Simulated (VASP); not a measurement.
An input for Quantum ESPRESSO's pw.x (written as the equivalent of a VASP run, and not itself run):

```
&CONTROL
  calculation = 'scf'
  pseudo_dir = './pseudo'
  outdir = './out'
  tprnfor = .true.
  tstress = .true.
/
&SYSTEM
  ibrav = 0
  nat = 2
  ntyp = 2
  ecutwfc = 102
  occupations = 'smearing'
  smearing = 'methfessel-paxton'
  degauss = 0.00735
  input_dft = 'vdw-df2-b86r'
/
&ELECTRONS
  conv_thr = 7.3e-09
  electron_maxstep = 100
/
ATOMIC_SPECIES
  Cd 112.414 Cd.upf
  O 15.999 O.upf
CELL_PARAMETERS angstrom
     0.0000000    2.4182555    2.4182555
     2.4182555    0.0000000    2.4182555
     2.4182555    2.4182555    0.0000000
ATOMIC_POSITIONS crystal
  Cd   0.0000000  0.0000000  0.0000000
  O    0.5000000  0.5000000  0.5000000
K_POINTS automatic
  13 13 13 0 0 0
```

Q: Write the VASP files for the same calculation (rev-vdW-DF2).

A: One answer among several that fit: 
**POSCAR**
```
CdO
1
    0.0000000000     2.4182555137     2.4182555137
    2.4182555137     0.0000000000     2.4182555137
    2.4182555137     2.4182555137     0.0000000000
Cd O
1 1
Direct
  0.0000000000   0.0000000000   0.0000000000
  0.5000000000   0.5000000000   0.5000000000
```

### INCAR
```
LCHARG = F
ENCUT = 520   # plane-wave cut-off (eV)
LASPH = T   # aspherical one-centre terms
ISIF = 2
LUSE_VDW = T
SYSTEM = CdO
LMAXMIX = 4   # l cut-off of mixed one-centre charges
AGGAC = 0.0
LWAVE = F
LREAL = F
ALGO = Normal
EDIFF = 1E-7
GGA = MK
PREC = Accurate
NELM = 100   # most electronic steps
PARAM1 = 0.1234568
PARAM2 = 0.7114
SIGMA = 0.1   # width (eV)
ISMEAR = 1   # Methfessel-Paxton
ZAB_VDW = -1.8867
```

File KPOINTS:
```
Automatic mesh
0
Gamma
13 13 13
0 0 0
```

POTCAR, in this order: Cd O (PBE.64 set). Program: vasp_std.

What does not carry over: the potentials are each code's own (VASP's PAW set, PseudoDojo norm-conserving files in pw.x), so ENCUT and ecutwfc are chosen apart and not converted; conv_thr bounds pw.x's estimated SCF error, while EDIFF bounds the energy change between steps.

The compound is CdO in the rock salt structure. This cell is one point of a volume scan, at 1.06 of the reference volume.
